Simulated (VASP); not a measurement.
A snapshot from molecular dynamics of Sr, step 21; the first frame, the perfect lattice, has an electronic free energy F (no ionic kinetic energy) of -1.552 eV/atom. The Γ point alone samples so small a cell crudely.

Data:

```
Sr
1.0
    0.00000     9.12000     9.12000
    9.12000     0.00000     9.12000
    9.12000     9.12000     0.00000
Sr
27
Direct
  0.00079   0.00449   0.99536
  0.00025   0.99629   0.34365
  0.00484   0.00651   0.65468
  0.00799   0.33694   0.99425
  0.99981   0.33835   0.33767
  0.00298   0.33148   0.65568
  0.98876   0.66693   0.99358
  0.98610   0.66316   0.34216
  0.00338   0.66864   0.66038
  0.32948   0.00994   0.00300
  0.34861   0.99903   0.32008
  0.33452   0.00630   0.67151
  0.34460   0.33031   0.99810
  0.32564   0.34079   0.33602
  0.33527   0.33081   0.66474
  0.33106   0.66369   0.00366
  0.34393   0.64948   0.34288
  0.32437   0.68093   0.65933
  0.66498   0.00449   0.99603
  0.65283   0.99319   0.34825
  0.66209   0.00006   0.67845
  0.66898   0.32214   0.00386
  0.65852   0.34082   0.33196
  0.67704   0.31411   0.67887
  0.66087   0.66549   0.99082
  0.67094   0.66209   0.33847
  0.67137   0.67354   0.65659
```

Calculation: PBE GGA, VASP's PBE PAW potentials (set 64) (plane waves; VASP). Numerical set-up: PREC = Normal, LREAL = Auto, ISYM = 0, EDIFF = 1E-5, 300 eV cut-off, 1×1×1 Γ-centred mesh, Fermi-Dirac smearing of 0.069 eV, potentials Sr_sv.

Task: Give F per atom of this frame and the forces (eV/Å).

Result: -1.534 eV/atom.
```json
[
 {"atom": "Sr1", "Fx": "0.00", "Fy": "0.05", "Fz": "-0.13"},
 {"atom": "Sr2", "Fx": "-0.10", "Fy": "-0.20", "Fz": "0.03"},
 {"atom": "Sr3", "Fx": "0.03", "Fy": "0.18", "Fz": "-0.07"},
 {"atom": "Sr4", "Fx": "0.02", "Fy": "-0.05", "Fz": "-0.18"},
 {"atom": "Sr5", "Fx": "-0.29", "Fy": "-0.14", "Fz": "-0.05"},
 {"atom": "Sr6", "Fx": "0.30", "Fy": "0.17", "Fz": "-0.01"},
 {"atom": "Sr7", "Fx": "0.10", "Fy": "0.15", "Fz": "0.16"},
 {"atom": "Sr8", "Fx": "-0.09", "Fy": "-0.01", "Fz": "0.41"},
 {"atom": "Sr9", "Fx": "-0.01", "Fy": "-0.01", "Fz": "-0.11"},
 {"atom": "Sr10", "Fx": "-0.15", "Fy": "0.05", "Fz": "-0.16"},
 {"atom": "Sr11", "Fx": "0.24", "Fy": "-0.03", "Fz": "-0.20"},
 {"atom": "Sr12", "Fx": "-0.10", "Fy": "-0.04", "Fz": "-0.13"},
 {"atom": "Sr13", "Fx": "0.12", "Fy": "-0.22", "Fz": "-0.02"},
 {"atom": "Sr14", "Fx": "-0.18", "Fy": "0.07", "Fz": "-0.02"},
 {"atom": "Sr15", "Fx": "0.13", "Fy": "0.08", "Fz": "0.06"},
 {"atom": "Sr16", "Fx": "0.03", "Fy": "-0.10", "Fz": "0.02"},
 {"atom": "Sr17", "Fx": "0.16", "Fy": "-0.38", "Fz": "0.15"},
 {"atom": "Sr18", "Fx": "-0.07", "Fy": "0.28", "Fz": "0.00"},
 {"atom": "Sr19", "Fx": "-0.11", "Fy": "0.26", "Fz": "-0.09"},
 {"atom": "Sr20", "Fx": "-0.01", "Fy": "-0.02", "Fz": "0.37"},
 {"atom": "Sr21", "Fx": "-0.18", "Fy": "-0.07", "Fz": "0.09"},
 {"atom": "Sr22", "Fx": "0.14", "Fy": "0.01", "Fz": "0.13"},
 {"atom": "Sr23", "Fx": "-0.21", "Fy": "0.28", "Fz": "0.01"},
 {"atom": "Sr24", "Fx": "0.12", "Fy": "-0.42", "Fz": "0.20"},
 {"atom": "Sr25", "Fx": "0.13", "Fy": "0.14", "Fz": "0.01"},
 {"atom": "Sr26", "Fx": "-0.08", "Fy": "-0.15", "Fz": "-0.12"},
 {"atom": "Sr27", "Fx": "0.06", "Fy": "0.11", "Fz": "-0.35"}
]
```

The cell is a supercell, built from Sr (fcc). Its lattice is the typed one, not relaxed at this level.
